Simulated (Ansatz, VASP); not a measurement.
# Al30Ga24N24O41 (amorphous Al2O3 against GaN(10-10), -4 O): VASP beside Ansatz

One calculation is typed for both programs; each brings its own data sets. How far apart do they land? Of the first pair: The structure shown is the start of the Ansatz relaxation below; VASP solves that cell, so the two are compared at the walk's first step.

Program: Ansatz 0.2.0. Level of theory: plane waves, with VASP 6.6.1 beside it; single point at PBE. Results are calculated unless marked as measured.

## 1. The structure

The cell holds 119 atoms: 24 Ga, 24 N, 30 Al and 41 O. Cell: a = 10.460 Å, b = 9.630 Å, c = 13.597 Å, α = 90.0°, β = 90.0°, γ = 90.0°. It derives from GaN (4 planes of wurtzite GaN(10-10)). A slab of 4 planes of wurtzite GaN(10-10) (starting lattice constant a = 3.21 A, c = 5.23 A), 10.46 x 9.63 A in plane. 71 atoms (30 Al, 41 O) packed at random between the slab and its periodic image at 3.05 g/cm^3 (a layer of 7.9 A) and pushed apart as soft spheres. Langevin MD at fixed cell with the MACE-MP-0b2 small potential (Batatia et al., arXiv:2401.00096), steps of 1.5 fs: 0.63 ps at 3000 K with the crystal held, 3000 to 1000 K in 1.8 ps with the crystal held, 1000 to 300 K in 0.9 ps with its inner planes held; soft walls kept the melt out of the crystal while it was held. Then all atoms and the cell's height relaxed. The structure's axis is c.

## 2. Ansatz: relaxation, PBE

Ansatz runs on its default PAW (the set named soft_2) files.

The two programs are compared at the cell with which this relaxation starts, whose forces are those of its first step.

File input.yaml:

```yaml
crystal:
  lattice:
    - [10.46, 0.0, 0.0]
    - [0.0, 9.63, 0.0]
    - [0.0, 0.0, 13.59747]
  atoms:
    - { symbol: Ga, position: [0.98789, 0.9734, 0.30402] }
    - { symbol: "N", position: [0.0502, 0.97098, 0.03097] }
    - { symbol: Ga, position: [0.24047, 0.96623, 0.04034] }
    - { symbol: "N", position: [0.2954, 0.97572, 0.30822] }
    - { symbol: Ga, position: [0.98286, 0.13567, 0.1026] }
    - { symbol: "N", position: [0.04677, 0.14223, 0.2413] }
    - { symbol: Ga, position: [0.2345, 0.14108, 0.23941] }
    - { symbol: "N", position: [0.29944, 0.13242, 0.10433] }
    - { symbol: Ga, position: [0.98084, 0.30918, 0.31] }
    - { symbol: "N", position: [0.04867, 0.30252, 0.03095] }
    - { symbol: Ga, position: [0.23275, 0.30101, 0.04756] }
    - { symbol: "N", position: [0.29896, 0.31008, 0.29998] }
    - { symbol: Ga, position: [0.98743, 0.4688, 0.10334] }
    - { symbol: "N", position: [0.0464, 0.47414, 0.24084] }
    - { symbol: Ga, position: [0.23333, 0.47599, 0.23743] }
    - { symbol: "N", position: [0.3011, 0.47022, 0.10479] }
    - { symbol: Ga, position: [0.98883, 0.64422, 0.30635] }
    - { symbol: "N", position: [0.05576, 0.63348, 0.02833] }
    - { symbol: Ga, position: [0.24285, 0.63174, 0.03312] }
    - { symbol: "N", position: [0.28922, 0.64464, 0.30293] }
    - { symbol: Ga, position: [0.98831, 0.80142, 0.09695] }
    - { symbol: "N", position: [0.0461, 0.80842, 0.23461] }
    - { symbol: Ga, position: [0.23282, 0.80915, 0.23575] }
    - { symbol: "N", position: [0.30064, 0.79781, 0.10089] }
    - { symbol: Ga, position: [0.48174, 0.96741, 0.2972] }
    - { symbol: "N", position: [0.53802, 0.96126, 0.02858] }
    - { symbol: Ga, position: [0.7278, 0.96248, 0.04205] }
    - { symbol: "N", position: [0.80164, 0.96869, 0.30857] }
    - { symbol: Ga, position: [0.48585, 0.13001, 0.10308] }
    - { symbol: "N", position: [0.54815, 0.13405, 0.23834] }
    - { symbol: Ga, position: [0.73538, 0.13725, 0.24348] }
    - { symbol: "N", position: [0.79465, 0.12617, 0.10958] }
    - { symbol: Ga, position: [0.48225, 0.30017, 0.30307] }
    - { symbol: "N", position: [0.55041, 0.29349, 0.03246] }
    - { symbol: Ga, position: [0.7377, 0.29246, 0.04246] }
    - { symbol: "N", position: [0.79153, 0.30433, 0.31261] }
    - { symbol: Ga, position: [0.48922, 0.46223, 0.10595] }
    - { symbol: "N", position: [0.54831, 0.4719, 0.24518] }
    - { symbol: Ga, position: [0.7374, 0.47164, 0.24236] }
    - { symbol: "N", position: [0.79976, 0.46365, 0.10409] }
    - { symbol: Ga, position: [0.47523, 0.64371, 0.3013] }
    - { symbol: "N", position: [0.55749, 0.62326, 0.02886] }
    - { symbol: Ga, position: [0.74372, 0.62657, 0.03371] }
    - { symbol: "N", position: [0.79943, 0.64004, 0.31067] }
    - { symbol: Ga, position: [0.48622, 0.79332, 0.09753] }
    - { symbol: "N", position: [0.5487, 0.80223, 0.2335] }
    - { symbol: Ga, position: [0.73723, 0.80145, 0.23895] }
    - { symbol: "N", position: [0.79968, 0.79541, 0.09958] }
    - { symbol: Al, position: [0.81839, 0.1251, 0.61815] }
    - { symbol: Al, position: [0.46758, 0.85334, 0.51386] }
    - { symbol: Al, position: [0.99845, 0.29773, 0.89677] }
    - { symbol: Al, position: [0.23242, 0.99421, 0.43821] }
    - { symbol: Al, position: [0.99902, 0.8327, 0.52146] }
    - { symbol: Al, position: [0.01027, 0.63468, 0.89642] }
    - { symbol: Al, position: [0.57738, 0.39978, 0.70895] }
    - { symbol: Al, position: [0.96184, 0.87432, 0.72534] }
    - { symbol: Al, position: [0.07012, 0.95454, 0.89517] }
    - { symbol: Al, position: [0.73197, 0.98242, 0.43112] }
    - { symbol: Al, position: [0.45458, 0.17351, 0.53144] }
    - { symbol: Al, position: [0.504, 0.57847, 0.90373] }
    - { symbol: Al, position: [0.47465, 0.27381, 0.90791] }
    - { symbol: Al, position: [0.76947, 0.60969, 0.44397] }
    - { symbol: Al, position: [0.47278, 0.70555, 0.70694] }
    - { symbol: Al, position: [0.25731, 0.44058, 0.83684] }
    - { symbol: Al, position: [0.14777, 0.62878, 0.68791] }
    - { symbol: Al, position: [0.53105, 0.06784, 0.7] }
    - { symbol: Al, position: [0.48431, 0.53136, 0.51264] }
    - { symbol: Al, position: [0.54454, 0.9677, 0.8913] }
    - { symbol: Al, position: [0.75113, 0.62175, 0.78817] }
    - { symbol: Al, position: [0.24858, 0.32906, 0.42983] }
    - { symbol: Al, position: [0.13925, 0.2196, 0.74574] }
    - { symbol: Al, position: [0.72318, 0.32281, 0.44219] }
    - { symbol: Al, position: [0.28576, 0.90888, 0.77086] }
    - { symbol: Al, position: [0.80314, 0.10357, 0.84341] }
    - { symbol: Al, position: [0.73173, 0.83899, 0.62119] }
    - { symbol: Al, position: [0.24265, 0.66395, 0.43563] }
    - { symbol: Al, position: [0.89367, 0.33979, 0.73256] }
    - { symbol: Al, position: [0.00069, 0.40339, 0.53459] }
    - { symbol: O, position: [0.06723, 0.69016, 0.43717] }
    - { symbol: O, position: [0.5694, 0.77318, 0.6089] }
    - { symbol: O, position: [0.08117, 0.32719, 0.4319] }
    - { symbol: O, position: [0.32064, 0.48905, 0.47559] }
    - { symbol: O, position: [0.77218, 0.20062, 0.73724] }
    - { symbol: O, position: [0.06177, 0.9688, 0.44021] }
    - { symbol: O, position: [0.5393, 0.26495, 0.43677] }
    - { symbol: O, position: [0.26905, 0.33631, 0.73354] }
    - { symbol: O, position: [0.68026, 0.00565, 0.65208] }
    - { symbol: O, position: [0.86642, 0.46378, 0.46991] }
    - { symbol: O, position: [0.58514, 0.67277, 0.80896] }
    - { symbol: O, position: [0.7162, 0.96343, 0.89411] }
    - { symbol: O, position: [0.30843, 0.30373, 0.92311] }
    - { symbol: O, position: [0.06008, 0.77433, 0.63952] }
    - { symbol: O, position: [0.76198, 0.14589, 0.49073] }
    - { symbol: O, position: [0.81468, 0.75987, 0.71893] }
    - { symbol: O, position: [0.74373, 0.46408, 0.72135] }
    - { symbol: O, position: [0.24478, 0.92689, 0.90048] }
    - { symbol: O, position: [0.11864, 0.55292, 0.81139] }
    - { symbol: O, position: [0.44128, 0.01023, 0.59165] }
    - { symbol: O, position: [0.80012, 0.79115, 0.49708] }
    - { symbol: O, position: [0.29367, 0.83239, 0.49046] }
    - { symbol: O, position: [0.64183, 0.49012, 0.47381] }
    - { symbol: O, position: [0.5284, 0.24565, 0.64311] }
    - { symbol: O, position: [0.48504, 0.53121, 0.64587] }
    - { symbol: O, position: [0.5231, 0.41698, 0.83586] }
    - { symbol: O, position: [0.03242, 0.79422, 0.83669] }
    - { symbol: O, position: [0.29931, 0.73042, 0.71298] }
    - { symbol: O, position: [0.33585, 0.58403, 0.90511] }
    - { symbol: O, position: [0.94928, 0.02211, 0.8133] }
    - { symbol: O, position: [0.18624, 0.03997, 0.73015] }
    - { symbol: O, position: [0.46382, 0.9055, 0.77595] }
    - { symbol: O, position: [0.83289, 0.23709, 0.92948] }
    - { symbol: O, position: [0.29479, 0.1641, 0.48076] }
    - { symbol: O, position: [0.5637, 0.95342, 0.42699] }
    - { symbol: O, position: [0.83794, 0.60318, 0.89976] }
    - { symbol: O, position: [0.10006, 0.5036, 0.60532] }
    - { symbol: O, position: [0.48692, 0.68853, 0.44111] }
    - { symbol: O, position: [0.92697, 0.27406, 0.60886] }
    - { symbol: O, position: [0.52542, 0.13421, 0.83396] }
    - { symbol: O, position: [0.90798, 0.96211, 0.61088] }
kpoints:
  mp_grid: { grid: [1, 1, 1] }
hamiltonian:
  xc: pbe
scf:
  occupations: { method: fermi_dirac, width: 0.025 }
output:
  forces: true
relax:
  f_tol: 0.08
  max_steps: 90
  cell: { fix: [a, b, alpha, beta, gamma] }
```

Command:

```
$ ansatz run input.yaml --threads 4 --pin off --max-ram 8192MiB --backend cpu --events-out ev --progress --plain --runs-dir out
```

Numbers of over 12 decimals in the logs are rounded to 6 here.

What it wrote:

```text
Engine: ansatz 0.2.0, x86_64-unknown-linux-gnu
Pseudopotentials: kind: paw
Pseudopotential: Ga, paw, valence charge 13, recommended cutoff 420 eV (normal), Ga.paw.azcp
Pseudopotential: N, paw, valence charge 5, recommended cutoff 420 eV (normal), N.paw.azcp
Pseudopotential: Al, paw, valence charge 3, recommended cutoff 420 eV (normal), Al.paw.azcp
Pseudopotential: O, paw, valence charge 6, recommended cutoff 420 eV (normal), O.paw.azcp
Functional definition: PBE
  parameter kappa = 0.804
  parameter beta = 0.066725
  exchange = pbe_x(kappa = kappa, mu = beta*pi^2/3)
  correlation = pbe_c(beta = beta)
Crystal: 119 atoms, lattice volume = 1369.670 Å³
Basis set: ecut = 420 eV, 26831 PW (Γ), exchange–correlation on 144×144×192 points (8 copies of the dense FFT grid, shifted against one another)
Bands: 503, of which v1, the nominal top of the filled ones, is band 384 counted from 1 (383 counted from 0)
Symmetry: 1 space group operations
Space group: P1 (ITA 1), of the structure as read, at distance tolerance 1.1e-4 Å
k-points: 1
Non-local potential: Ga, projectors of the file, l = 0: 2, l = 1: 2, l = 2: 3, l = 3: 1
Non-local potential: N, projectors of the file, l = 0: 2, l = 1: 2, l = 2: 1
Non-local potential: Al, projectors of the file, l = 0: 2, l = 1: 2, l = 2: 1
Non-local potential: O, projectors of the file, l = 0: 2, l = 1: 2, l = 2: 1
PAW form: soft (Blöchl's): semilocal exchange-correlation on the pseudo side does not see the compensation charge
PAW one-centre angular grid: Ga, 590 points (default); XC on 64 Gauss nodes
PAW one-centre angular grid: N, 110 points (default); XC on 64 Gauss nodes
PAW one-centre angular grid: Al, 110 points (default); XC on 64 Gauss nodes
PAW one-centre angular grid: O, 110 points (default); XC on 64 Gauss nodes
Initial density: superposition of atomic densities (neutral atoms: chi_scale 0, normalization atom), corrected by the library's trained network
Initial wavefunctions: pseudopotential atomic-orbital guess
Functional: x = pbe(κ = 0.804, μ = 0.219515), c = pbe(β = 0.066725)
SCF iter   1: F=—  HF=-139498.864191 eV  |F-HF|=—  |Δ(HF+E_count)|=         —  Δρ=8.29e-3  dr2=6.60e0  ethr=1.77e-3  ⟨swp⟩=6.0  Hψ=2178  notcnv=0  defer=25
preconditioner: auto → Resta (q_TF=auto, 2.478 Å⁻¹)  ε∞=4.1  [insulator: Δε(μ)=0.980 eV  Ē_g=15.793 eV  σ=0.025 eV  W_gap=1.00  n_scr=364 (ndim 8)  ℏωp=27.8 eV  f_vac=0.027  D(μ)=0.00/eV (n_scr^D=0)  ε∞_Penn≈4.1]
SCF iter   2: F=—  HF=-139497.717635 eV  |F-HF|=—  |Δ(HF+E_count)|=    1.15e0  Δρ=3.97e-3  dr2=3.69e-1  ethr=8.59e-4  ⟨swp⟩=2.0  Hψ=590  notcnv=0  defer=101
SCF iter   3: F=—  HF=-139497.645790 eV  |F-HF|=—  |Δ(HF+E_count)|=   7.18e-2  Δρ=1.87e-3  dr2=7.92e-2  ethr=4.80e-5  ⟨swp⟩=2.0  Hψ=910  notcnv=0  defer=108
SCF iter   4: F=—  HF=-139497.630891 eV  |F-HF|=—  |Δ(HF+E_count)|=   1.49e-2  Δρ=1.00e-3  dr2=2.06e-2  ethr=1.03e-5  ⟨swp⟩=2.0  Hψ=726  notcnv=0  defer=108
SCF iter   5: F=—  HF=-139497.628151 eV  |F-HF|=—  |Δ(HF+E_count)|=   2.74e-3  Δρ=3.39e-4  dr2=5.29e-3  ethr=2.68e-6  ⟨swp⟩=2.0  Hψ=741  notcnv=0  defer=108
SCF iter   6: F=—  HF=-139497.627893 eV  |F-HF|=—  |Δ(HF+E_count)|=   2.57e-4  Δρ=1.55e-4  dr2=1.06e-3  ethr=6.89e-7  ⟨swp⟩=2.0  Hψ=491  notcnv=0  defer=108
SCF iter   7: F=—  HF=-139497.627877 eV  |F-HF|=—  |Δ(HF+E_count)|=   1.66e-5  Δρ=6.75e-5  dr2=1.24e-4  ethr=1.38e-7  ⟨swp⟩=2.0  Hψ=467  notcnv=0  defer=108
SCF iter   8: F=—  HF=-139497.627876 eV  |F-HF|=—  |Δ(HF+E_count)|=   8.79e-7  Δρ=2.36e-5  dr2=9.70e-6  ethr=1.62e-8  ⟨swp⟩=2.0  Hψ=746  notcnv=0  defer=108
SCF iter   9: F=—  HF=-139497.628547 eV  |F-HF|=—  |Δ(HF+E_count)|=   6.71e-4  Δρ=9.60e-6  dr2=1.35e-6  ethr=1.26e-9  ⟨swp⟩=2.0  Hψ=888  notcnv=0  defer=108
SCF iter  10: F=—  HF=-139497.628548 eV  |F-HF|=—  |Δ(HF+E_count)|=   8.45e-7  Δρ=5.12e-6  dr2=3.70e-7  ethr=1.75e-10  ⟨swp⟩=2.0  Hψ=767  notcnv=0  defer=108
SCF iter  11: F=-139497.628548 eV  HF=-139497.628548 eV  |F-HF|=1.28e-9  |Δ(HF+E_count)|=   1.11e-7  Δρ=1.88e-6  dr2=5.26e-8  ethr=1.30e-11  ⟨swp⟩=2.0  Hψ=1659  notcnv=0
SCF 1 converged in 11 iterations: F = -139497.628548 eV  dr2 = 5.26e-8
  greatest PAW one-centre occupation: 0.996 electrons in one spin orbital (limit 2), on the Ga atom at site 26 (counted from 0), in its partial waves of l = 2
relax step   1: F+E_penalty+E_count = -139497.62854817 eV  Δ(F+E_penalty+E_count) = +0.000e0 eV  max|allowed force component| = 1.592e0 eV/Å  Δτ_max = 0.0000 Å  P = +3.525 GPa  Ω = 1369.670 Å³  fix = [a, b, alpha, beta, gamma]  reactions: a +3.085, b +3.723 GPa; alpha +3.350, beta -1.319, gamma +0.256 GPa/rad  (11 SCF iters, dr2 threshold 1.00e-7 eV, accepted)
Crystal: 119 atoms, lattice volume = 1381.012 Å³
Basis set: ecut = 420 eV, 26975 PW (Γ), exchange–correlation on 144×144×192 points (8 copies of the dense FFT grid, shifted against one another)
Initial density: handed on by an earlier stage of this run
[...]
- { symbol: Ga, position: [0.989140, 0.465280, 0.099027] }
    - { symbol: N, position: [0.044349, 0.469615, 0.237463] }
    - { symbol: Ga, position: [0.233651, 0.469964, 0.238829] }
    - { symbol: N, position: [0.301720, 0.462045, 0.108018] }
    - { symbol: Ga, position: [0.985808, 0.638092, 0.301009] }
    - { symbol: N, position: [0.049229, 0.629378, 0.024589] }
    - { symbol: Ga, position: [0.234780, 0.621612, 0.034503] }
    - { symbol: N, position: [0.295320, 0.632323, 0.311193] }
    - { symbol: Ga, position: [0.986161, 0.792376, 0.096533] }
    - { symbol: N, position: [0.044936, 0.802623, 0.231861] }
    - { symbol: Ga, position: [0.232782, 0.794625, 0.240056] }
    - { symbol: N, position: [0.298529, 0.788029, 0.102147] }
    - { symbol: Ga, position: [0.478836, 0.959996, 0.294519] }
    - { symbol: N, position: [0.539424, 0.954467, 0.023793] }
    - { symbol: Ga, position: [0.730432, 0.959100, 0.041337] }
    - { symbol: N, position: [0.798934, 0.964041, 0.306797] }
    - { symbol: Ga, position: [0.486163, 0.121986, 0.098261] }
    - { symbol: N, position: [0.547189, 0.126238, 0.233540] }
    - { symbol: Ga, position: [0.736534, 0.131803, 0.240605] }
    - { symbol: N, position: [0.796571, 0.123071, 0.107772] }
    - { symbol: Ga, position: [0.476634, 0.290589, 0.297217] }
    - { symbol: N, position: [0.553245, 0.288306, 0.030626] }
    - { symbol: Ga, position: [0.742259, 0.290334, 0.038797] }
    - { symbol: N, position: [0.791989, 0.299964, 0.317058] }
    - { symbol: Ga, position: [0.489397, 0.455977, 0.104728] }
    - { symbol: N, position: [0.548945, 0.462136, 0.243763] }
    - { symbol: Ga, position: [0.737847, 0.466343, 0.242697] }
    - { symbol: N, position: [0.798990, 0.459533, 0.105333] }
    - { symbol: Ga, position: [0.480193, 0.634434, 0.302360] }
    - { symbol: N, position: [0.552766, 0.617421, 0.028686] }
    - { symbol: Ga, position: [0.740535, 0.623023, 0.033282] }
    - { symbol: N, position: [0.795947, 0.633321, 0.316269] }
    - { symbol: Ga, position: [0.485041, 0.786534, 0.093921] }
    - { symbol: N, position: [0.546710, 0.794206, 0.230219] }
    - { symbol: Ga, position: [0.735776, 0.794611, 0.238725] }
    - { symbol: N, position: [0.796557, 0.791732, 0.100825] }
    - { symbol: Al, position: [0.823042, 0.140212, 0.619401] }
    - { symbol: Al, position: [0.478010, 0.848247, 0.512055] }
    - { symbol: Al, position: [1.010139, 0.325509, 0.904611] }
    - { symbol: Al, position: [0.227162, 0.968795, 0.442376] }
    - { symbol: Al, position: [0.986803, 0.779564, 0.513246] }
    - { symbol: Al, position: [0.000943819, 0.595273, 0.880639] }
    - { symbol: Al, position: [0.551298, 0.406855, 0.710058] }
    - { symbol: Al, position: [0.954767, 0.865494, 0.727785] }
    - { symbol: Al, position: [0.057013, 0.928780, 0.902191] }
    - { symbol: Al, position: [0.730752, 0.974738, 0.429349] }
    - { symbol: Al, position: [0.441404, 0.171380, 0.530923] }
    - { symbol: Al, position: [0.490465, 0.585245, 0.904027] }
    - { symbol: Al, position: [0.474175, 0.278745, 0.907474] }
    - { symbol: Al, position: [0.749561, 0.628564, 0.452262] }
    - { symbol: Al, position: [0.479178, 0.717863, 0.704557] }
    - { symbol: Al, position: [0.231788, 0.445317, 0.843250] }
    - { symbol: Al, position: [0.167731, 0.649403, 0.674510] }
    - { symbol: Al, position: [0.519194, 0.075141, 0.700225] }
    - { symbol: Al, position: [0.502264, 0.515610, 0.512041] }
    - { symbol: Al, position: [0.558322, 0.977041, 0.887602] }
    - { symbol: Al, position: [0.740248, 0.627457, 0.790361] }
    - { symbol: Al, position: [0.242946, 0.318544, 0.429212] }
    - { symbol: Al, position: [0.164619, 0.212200, 0.761581] }
    - { symbol: Al, position: [0.703115, 0.293653, 0.437523] }
    - { symbol: Al, position: [0.293683, 0.912064, 0.777254] }
    - { symbol: Al, position: [0.823978, 0.115319, 0.840455] }
    - { symbol: Al, position: [0.735243, 0.867135, 0.627069] }
    - { symbol: Al, position: [0.238927, 0.631645, 0.447843] }
    - { symbol: Al, position: [0.873558, 0.386605, 0.724034] }
    - { symbol: Al, position: [0.00664791, 0.454581, 0.534677] }
    - { symbol: O, position: [0.077078, 0.681660, 0.418034] }
    - { symbol: O, position: [0.577484, 0.784809, 0.610391] }
    - { symbol: O, position: [0.074839, 0.356466, 0.432534] }
    - { symbol: O, position: [0.346858, 0.464672, 0.466800] }
    - { symbol: O, position: [0.798824, 0.217430, 0.736986] }
    - { symbol: O, position: [0.054944, 0.943125, 0.444513] }
    - { symbol: O, position: [0.531437, 0.251755, 0.433068] }
    - { symbol: O, position: [0.274476, 0.346011, 0.738985] }
    - { symbol: O, position: [0.674756, 0.029570, 0.663728] }
    - { symbol: O, position: [0.896088, 0.597736, 0.519657] }
    - { symbol: O, position: [0.573107, 0.681799, 0.812294] }
    - { symbol: O, position: [0.729114, 0.982798, 0.896764] }
    - { symbol: O, position: [0.309123, 0.298038, 0.924856] }
    - { symbol: O, position: [0.055408, 0.779114, 0.636324] }
    - { symbol: O, position: [0.762489, 0.136905, 0.492816] }
    - { symbol: O, position: [0.803456, 0.765586, 0.720577] }
    - { symbol: O, position: [0.713747, 0.474462, 0.717637] }
    - { symbol: O, position: [0.231488, 0.921926, 0.899103] }
    - { symbol: O, position: [0.132737, 0.574085, 0.785098] }
    - { symbol: O, position: [0.442881, 0.00773541, 0.587131] }
    - { symbol: O, position: [0.785039, 0.820869, 0.495867] }
    - { symbol: O, position: [0.308534, 0.807162, 0.487914] }
    - { symbol: O, position: [0.668672, 0.462475, 0.487096] }
    - { symbol: O, position: [0.510213, 0.252299, 0.641297] }
[...]
- { symbol: O, position: [0.280258, 0.151728, 0.481827] }
    - { symbol: O, position: [0.560734, 0.950644, 0.421335] }
    - { symbol: O, position: [0.811826, 0.615127, 0.906433] }
    - { symbol: O, position: [0.155443, 0.546169, 0.567671] }
    - { symbol: O, position: [0.538769, 0.671381, 0.441078] }
    - { symbol: O, position: [0.915177, 0.322571, 0.598056] }
    - { symbol: O, position: [0.529373, 0.144123, 0.831705] }
    - { symbol: O, position: [0.896033, 0.971823, 0.625445] }
```

In the SCF lines HF is the Harris–Foulkes energy and dr2 the Hartree energy of the density residual, in eV; the loop may stop once dr2 is under the threshold and the program's other checks hold. Hψ counts applications of the Hamiltonian.

(Part 1 of 2 ends here.)

[Lines on the potential files, build, host, timing and source positions are cut from VASP's logs without a mark.]

[Logs are printed without paths, hosts, clocks, repeated set-up lines and the standing remarks that a program may print on its own settings, such as how far it seeks lower states.]

[Hosts, paths, dates, database ids (printed as entryN), source tags and the programs' standing remarks are cut or masked in the printed files.]
